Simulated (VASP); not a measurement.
# Al2SiF2 (P-3m1) in VASP: settings compared, part 2 of 2

VASP 6.6.1. Earlier steps stand in the parts before.

## Step 4: Relaxation of cell and atoms, PBE

This run uses another cell than the first one, of 13.72 Å³/atom, 0.968 times its volume.

INCAR reads:

```
ALGO = Normal ; EDIFF = 1E-7
EDIFFG = -0.005 ; ENCUT = 520
GGA = PE ; IBRION = 2
ISIF = 3 ; ISMEAR = 0
KPAR = 4 ; LASPH = T
LCHARG = F ; LREAL = F
LWAVE = F ; NELM = 120
NSW = 60 ; POTIM = 0.3
PREC = Accurate ; SIGMA = 0.1
```

KPOINTS reads:

```
k-points
0
Gamma
  12 12 12
```

POSCAR reads:

```
Al2SiF2                                 
1.0
    1.4822129151      0.8557560250      9.0121520794
   -1.4822129151      0.8557560250      9.0121520794
    0.0000000000     -1.7115120500      9.0121520794
  Al              Si              F             
     2     1     2
Direct
     0.4059334072732351    0.4059334072732351    0.4059334072732351
     0.5940665927267648    0.5940665927267648    0.5940665927267648
     0.0000000000000000    0.0000000000000000    0.0000000000000000
     0.7843544698201426    0.7843544698201426    0.7843544698201426
     0.2156455301798574    0.2156455301798574    0.2156455301798574
```

On the command line:

```bash
$ cat potpaw_PBE.64/Al/POTCAR potpaw_PBE.64/Si/POTCAR potpaw_PBE.64/F/POTCAR > POTCAR
$ mpirun -np 4 vasp_std > vasp.out
```

Run time: 47 min. Hardware: 4 MPI ranks of Intel Xeon 6975P-C (Granite Rapids), shared host; peak memory 0.93 GiB.

It converged, with:

```yaml
Free_energy: -22.8437 eV
Relaxed_volume: 14.20 Å³/atom
Relaxed_cell: a = 9.513 Å, b = 9.513 Å, c = 9.513 Å, α = 17.90°, β = 17.90°, γ = 17.90°
Space_group_after_relaxing_to_0.05_Å: R-3m (No. 166)
Energy_gained_by_relaxing: 2.1 meV/atom
Ionic_steps: 19
Pressure_after_relaxing: 0.0 GPa
Largest_force_after_relaxing: 0.005 eV/Å
Band_gap_on_the_k_mesh: none (metal or under the smearing width)
```

Forces in eV/Å, atoms in the order of the input:
```
Al   0.000  0.000  0.002
Al   0.000  0.000 -0.002
Si   0.000  0.000  0.000
F    0.000  0.000 -0.005
F    0.000  0.000  0.005
```

Step by step:
| step | energy change (eV) | largest force (eV/Å) | pressure (GPa) | volume (Å³) |
| --- | --- | --- | --- | --- |
| 1 | 0.0000 | 0.0087 | 0.46 | 68.59 |
| 2 | -0.0011 | 0.0411 | 0.10 | 68.82 |
| 3 | -0.0014 | 0.0702 | -0.19 | 69.03 |
| 4 | -0.0019 | 0.0586 | -0.10 | 69.00 |
| 5 | -0.0029 | 0.0878 | 0.10 | 68.93 |
| 6 | -0.0020 | 0.1765 | 0.57 | 68.77 |
| 7 | -0.0030 | 0.1129 | 0.22 | 68.88 |
| 8 | -0.0034 | 0.0994 | 0.21 | 68.91 |
| 9 | -0.0043 | 0.0589 | 0.18 | 69.00 |
| 10 | -0.0051 | 0.0854 | 0.13 | 69.16 |
| 11 | -0.0060 | 0.0724 | 0.14 | 69.30 |
| 12 | -0.0082 | 0.0330 | 0.21 | 69.72 |
| 13 | -0.0095 | 0.0473 | 0.39 | 70.56 |
| 14 | -0.0101 | 0.0211 | 0.08 | 71.00 |
| 15 | -0.0101 | 0.0095 | -0.05 | 71.20 |
| 16 | -0.0103 | 0.0066 | -0.05 | 71.17 |
| 17 | -0.0105 | 0.0193 | -0.06 | 71.11 |
| 18 | -0.0105 | 0.0059 | -0.02 | 71.05 |
| 19 | -0.0105 | 0.0047 | 0.02 | 71.02 |

Final structure:
```yaml
crystal:
  lattice:
    - [1.48007, 0.85452, 9.35836]
    - [-1.48007, 0.85452, 9.35836]
    - [0.00000, -1.70904, 9.35836]
  atoms:
    - { symbol: Al, position: [0.40344, 0.40344, 0.40344] }
    - { symbol: Al, position: [0.59656, 0.59656, 0.59656] }
    - { symbol: Si, position: [0.00000, 0.00000, 0.00000] }
    - { symbol: F, position: [0.78039, 0.78039, 0.78039] }
    - { symbol: F, position: [0.21961, 0.21961, 0.21961] }
```

Levels at points of the mesh, in eV from the Fermi level:
```csv
k point,band 8,band 9,band 10,band 11,band 12,band 13,band 14,band 15,band 16
"(0.00, 0.00, 0.00)",-7.07,-7.07,-6.17,-2.73,0.61,3.14,5.93,5.93,7.74
"(0.50, 0.00, 0.00)",-7.49,-7.27,-6.15,-3.73,-1.85,1.34,2.23,2.60,4.88
"(0.50, 0.50, 0.00)",-7.49,-7.30,-6.19,-3.70,-1.79,1.30,2.23,2.48,4.88
"(0.50, 0.50, 0.50)",-7.07,-7.07,-6.50,-2.34,0.02,4.04,5.87,5.93,5.93
```

## Step 5: Single point, r2SCAN

This run uses another cell than the first one, of 14.20 Å³/atom, 1.002 times its volume.

INCAR reads:

```
SYSTEM = Al2SiF2
ALGO = Normal
EDIFF = 1E-6
ENCUT = 520
ISIF = 2
ISMEAR = 0
KPAR = 4
LASPH = .True.
LCHARG = .False.
LMIXTAU = .True.
LREAL = .False.
LWAVE = .False.
METAGGA = R2SCAN
NELM = 150
PREC = Accurate
SIGMA = 0.1
```

KPOINTS reads:

```
k-points
0
Gamma
  12 12 12
  0 0 0
```

POSCAR reads:

```
Al2SiF2                                 
1.0
    1.4800695748      0.8545185669      9.3583550809
   -1.4800695748      0.8545185669      9.3583550809
    0.0000000000     -1.7090371338      9.3583550809
  Al              Si              F             
     2     1     2
Direct
     0.4034376136741559    0.4034376136741559    0.4034376136741559
     0.5965623863258440    0.5965623863258440    0.5965623863258440
     0.0000000000000000    0.0000000000000000    0.0000000000000000
     0.7803943194431882    0.7803943194431882    0.7803943194431882
     0.2196056805568117    0.2196056805568117    0.2196056805568117
```

Potentials or basis: VASP PAW PBE potentials, release 64 (Al, Si, F).

On the command line:

```bash
$ cat potpaw_PBE.64/Al/POTCAR potpaw_PBE.64/Si/POTCAR potpaw_PBE.64/F/POTCAR > POTCAR
$ mpirun -np 4 vasp_std > vasp.out
```

OUTCAR:

```text
SYSTEM = Al2SiF2
   EDIFF = 1E-6
   ENCUT = 520
   ISIF = 2
   ISMEAR = 0
   LASPH = .True.
   LREAL = .False.
   METAGGA = R2SCAN
   NELM = 150
   PREC = Accurate

 ion  position               nearest neighbor table
   1  0.403  0.403  0.403-   4 2.10   4 2.10   4 2.10   3 2.61   3 2.61   3 2.61
   2  0.597  0.597  0.597-   5 2.10   5 2.10   5 2.10   3 2.61   3 2.61   3 2.61
   3  0.000  0.000  0.000-   2 2.61   1 2.61   2 2.61   2 2.61   1 2.61   1 2.61
   4  0.780  0.780  0.780-   1 2.10   1 2.10   1 2.10
   5  0.220  0.220  0.220-   2 2.10   2 2.10   2 2.10

  LATTYP: Found a trigonal (rhomboedric) cell.
 ALAT       =     9.5131287045
 COS(alpha) =     0.9515886144

[... 657 lines left out ...]
  -------------------------------------------------------------------------------------
  Total       -1.8141098     -1.8141098     -1.0691533      0.0000000      0.0000000      0.0000000
  in kB      -40.9279271    -40.9279271    -24.1210466      0.0000000      0.0000000      0.0000000
  external PRESSURE =     -35.3256336 kB  Pullay stress =       0.0000000 kB

 VOLUME and BASIS-vectors are now :
 -----------------------------------------------------------------------------
  energy-cutoff  :      520.00
  volume of cell :       71.02
      direct lattice vectors                 reciprocal lattice vectors
     1.480069575  0.854518567  9.358355081     0.337821957  0.195041598  0.035618795
    -1.480069575  0.854518567  9.358355081    -0.337821957  0.195041598  0.035618795
     0.000000000 -1.709037134  9.358355081     0.000000000 -0.390083196  0.035618795

 POSITION                                       TOTAL-FORCE (eV/Angst)
 -----------------------------------------------------------------------------------
      0.00000      0.00000     11.32654         0.000000     -0.000000      0.110883
      0.00000      0.00000     16.74853         0.000000      0.000000     -0.110883
      0.00000      0.00000      0.00000         0.000000     -0.000000     -0.000000
      0.00000      0.00000     21.90962         0.000000      0.000000     -0.224413
      0.00000      0.00000      6.16544         0.000000      0.000000      0.224413
 -----------------------------------------------------------------------------------
    total drift:                                0.000000      0.000000      0.000000

  FREE ENERGIE OF THE ION-ELECTRON SYSTEM (eV)
  ---------------------------------------------------
  free  energy   TOTEN  =       -34.9025415885 eV

  energy  without entropy=      -34.8983290039  energy(sigma->0) =      -34.90043530
```

OSZICAR:

```text
N       E                     dE             d eps       ncg     rms          rms(c)
DAV:   1     0.975241451348E+02    0.97524E+02   -0.12217E+04  6056   0.134E+03
DAV:   2    -0.359792355951E+02   -0.13350E+03   -0.13172E+03  7848   0.265E+02
DAV:   3    -0.421132108832E+02   -0.61340E+01   -0.61078E+01  7872   0.642E+01
[... 22 lines left out ...]
DAV:  26    -0.349025245105E+02   -0.25665E-05   -0.45755E-06  6800   0.189E-02    0.935E-02
DAV:  27    -0.349025228904E+02    0.16201E-05   -0.11393E-07  5136   0.373E-03    0.934E-02
DAV:  28    -0.349025407082E+02   -0.17818E-04   -0.13419E-05  7496   0.352E-02    0.908E-02
DAV:  29    -0.349025423858E+02   -0.16776E-05   -0.98908E-07  4976   0.949E-03    0.913E-02
DAV:  30    -0.349025415885E+02    0.79732E-06   -0.10147E-07  3800   0.411E-03
   1 F= -.34902542E+02 E0= -.34900435E+02  d E =-.421258E-02
```

Run time: 32 min. Hardware: 4 MPI ranks of Intel Xeon 6975P-C (Granite Rapids), shared host; peak memory 1 GiB.

Results:

```
Free energy            : -34.9025 eV
Pressure               : -3.5 GPa
Largest force          : 0.224 eV/Å
Band gap on the k mesh : none (metal or under the smearing width)
```

Forces on the atoms (eV/Å):
```
Al   0.000  0.000  0.111
Al   0.000  0.000 -0.111
Si   0.000  0.000  0.000
F    0.000  0.000 -0.224
F    0.000  0.000  0.224
```

Levels at points of the mesh, in eV from the Fermi level:
| k point | band 10 | band 11 | band 12 | band 13 | band 14 | band 15 |
| --- | --- | --- | --- | --- | --- | --- |
| (0.00, 0.00, 0.00) | -6.72 | -2.75 | 0.89 | 3.37 | 6.36 | 6.36 |
| (0.50, 0.00, 0.00) | -6.63 | -4.07 | -1.93 | 1.44 | 2.37 | 3.00 |
| (0.50, 0.50, 0.00) | -6.67 | -4.04 | -1.88 | 1.40 | 2.36 | 2.88 |
| (0.50, 0.50, 0.50) | -7.03 | -2.39 | 0.27 | 4.39 | 6.11 | 6.36 |

Caveat: the PAW data sets were made with another functional, which shifts forces and pressure a little.

## Step 6: Relaxation of cell and atoms, PBE

INCAR reads:

```
ALGO = Normal ; EDIFF = 1E-6
EDIFFG = -0.01 ; ENCUT = 520
GGA = PE ; IBRION = 2
ISIF = 3 ; ISMEAR = 0
KPAR = 4 ; LASPH = T
LCHARG = F ; LREAL = F
LWAVE = F ; NELM = 120
NSW = 90 ; PREC = Accurate
SIGMA = 0.1
```

KPOINTS reads:

```
k-points
0
Gamma
  12 12 2
```

POSCAR reads:

```
Al2SiF2
1.0
    3.0528856000      0.0000000000      0.0000000000
   -1.5264428000      2.6438764800      0.0000000000
    0.0000000000      0.0000000000     16.2690000000
Al Si F
4 2 4
Direct
    0.0000000000      0.0000000000      0.3631446300
    0.0000000000      0.0000000000      0.1368553700
    0.0000000000      0.0000000000      0.8631446300
    0.0000000000      0.0000000000      0.6368553700
    0.3333333300      0.6666666700      0.2500000000
    0.6666666700      0.3333333300      0.7500000000
    0.6666666700      0.3333333300      0.4336468100
    0.6666666700      0.3333333300      0.0663531900
    0.3333333300      0.6666666700      0.9336468100
    0.3333333300      0.6666666700      0.5663531900
```

Potentials or basis: VASP PAW PBE potentials, release 64 (Al, Si, F).

On the command line:

```bash
$ cat potpaw_PBE.64/Al/POTCAR potpaw_PBE.64/Si/POTCAR potpaw_PBE.64/F/POTCAR > POTCAR
$ mpirun -np 4 vasp_std > vasp.out
```

Run time: 4.1 min. Hardware: 4 MPI ranks of Intel Xeon 6975P-C (Granite Rapids), shared host; peak memory 0.33 GiB.

The run converged. Its results:

```
Free energy                            : -45.6220 eV
Relaxed volume                         : 13.86 Å³/atom
Relaxed cell                           : a = 2.981 Å, b = 2.981 Å, c = 18.015 Å, α = 90.00°, β = 90.00°, γ = 120.00°
Space group after relaxing (to 0.05 Å) : P6_3/mmc (No. 194)
Energy gained by relaxing              : 36.6 meV/atom
Ionic steps                            : 24
Pressure after relaxing                : 0.0 GPa
Largest force after relaxing           : 0.006 eV/Å
Band gap on the k mesh                 : none (metal or under the smearing width)
```

Forces in eV/Å, atoms in the order of the input:
```
Al   0.000  0.000  0.001
Al   0.000  0.000 -0.001
Al   0.000  0.000  0.001
Al   0.000  0.000 -0.001
Si   0.000  0.000  0.000
Si   0.000  0.000  0.000
F    0.000  0.000 -0.006
F    0.000  0.000  0.006
F    0.000  0.000 -0.006
F    0.000  0.000  0.006
```

The path:
| step | energy change (eV) | largest force (eV/Å) | pressure (GPa) | volume (Å³) |
| --- | --- | --- | --- | --- |
| 1 | 0.0000 | 0.1986 | 3.80 | 131.31 |
| 2 | -0.1432 | 0.2377 | -0.33 | 137.30 |
| 3 | -0.1558 | 0.3122 | -1.96 | 139.93 |
| 4 | -0.2491 | 0.2822 | -2.10 | 140.02 |
| 5 | -0.2521 | 0.3467 | -2.07 | 140.02 |
| 6 | -0.3097 | 0.3107 | 0.06 | 135.99 |
| 7 | -0.3152 | 0.2934 | 1.00 | 134.36 |
| 8 | -0.3325 | 0.1818 | 0.28 | 134.62 |
| 9 | -0.3328 | 0.1485 | 0.38 | 134.60 |
| 10 | -0.3393 | 0.1415 | 0.05 | 135.37 |
| 11 | -0.3454 | 0.1283 | -0.60 | 137.02 |
| 12 | -0.3501 | 0.0996 | -0.24 | 136.83 |
| 13 | -0.3530 | 0.1796 | 0.33 | 136.53 |
| 14 | -0.3570 | 0.1390 | 0.37 | 136.66 |
| 15 | -0.3633 | 0.0065 | 0.48 | 137.05 |
| 16 | -0.3635 | 0.0305 | 0.55 | 137.14 |
| 17 | -0.3654 | 0.0477 | 0.06 | 138.10 |
| 18 | -0.3655 | 0.0579 | -0.08 | 138.42 |
| 19 | -0.3662 | 0.0127 | -0.08 | 138.67 |
| 20 | -0.3662 | 0.0123 | -0.07 | 138.69 |
| 21 | -0.3662 | 0.0145 | -0.07 | 138.69 |
| 22 | -0.3663 | 0.0131 | 0.02 | 138.59 |
| 23 | -0.3663 | 0.0130 | 0.05 | 138.57 |
| 24 | -0.3663 | 0.0061 | 0.03 | 138.60 |

Final structure:
```
Al Si F
1.0
     2.98053    0.00000    0.00000
    -1.49027    2.58122    0.00000
     0.00000    0.00000   18.01509
Al Si F
4 2 4
Cartesian
  1.4903 2.5812 6.4727
  1.4903 2.5812 2.5348
  1.4903 2.5812 15.4803
  1.4903 2.5812 11.5423
  0.0000 1.7208 4.5038
  1.4903 0.8604 13.5113
  1.4903 0.8604 7.6806
  1.4903 0.8604 1.3270
  0.0000 1.7208 16.6881
  0.0000 1.7208 10.3345
```

Levels at points of the mesh, in eV from the Fermi level:
| k point | band 22 | band 23 | band 24 | band 25 | band 26 | band 27 |
| --- | --- | --- | --- | --- | --- | --- |
| (0.00, 0.00, 0.00) | -2.31 | -0.14 | 0.60 | 3.10 | 4.03 | 5.60 |
| (0.50, 0.00, 0.00) | -3.81 | -1.90 | -1.81 | 1.24 | 1.30 | 2.03 |
| (0.00, 0.00, 0.50) | -2.60 | 0.23 | 0.23 | 3.54 | 3.54 | 5.60 |
| (0.50, 0.00, 0.50) | -3.84 | -1.85 | -1.85 | 1.27 | 1.27 | 2.03 |

## Step 7: Overview

| task | level | cell | k mesh | gap on the mesh (eV) | pressure (GPa) | relaxed volume (Å³/atom) | largest force (eV/Å) |
| --- | --- | --- | --- | --- | --- | --- | --- |
| single point | r2SCAN | P-3m1, 14.17 Å³/atom | 12 × 12 × 4 | none | -4.0 | - | 0.20 |
| relaxation of cell and atoms | PBE | relaxed | 12 × 12 × 12 | none | 0.0 | 14.20 | - |
| single point | r2SCAN | R-3m, 14.2 Å³/atom | 12 × 12 × 12 | none | -3.5 | - | 0.22 |
| relaxation of cell and atoms | PBE | relaxed | 12 × 12 × 2 | none | 0.0 | 13.86 | 0.01 |

Alike in all rows: potentials or basis VASP PAW PBE potentials, release 64 (Al, Si, F); no spin polarisation; cutoff (eV) 520; smearing gaussian 0.1 eV.

Caveats: the PAW data sets were made with another functional, which shifts forces and pressure a little (some runs).

Total energies depend on the potentials used, so only differences within one code and one set of settings carry meaning.
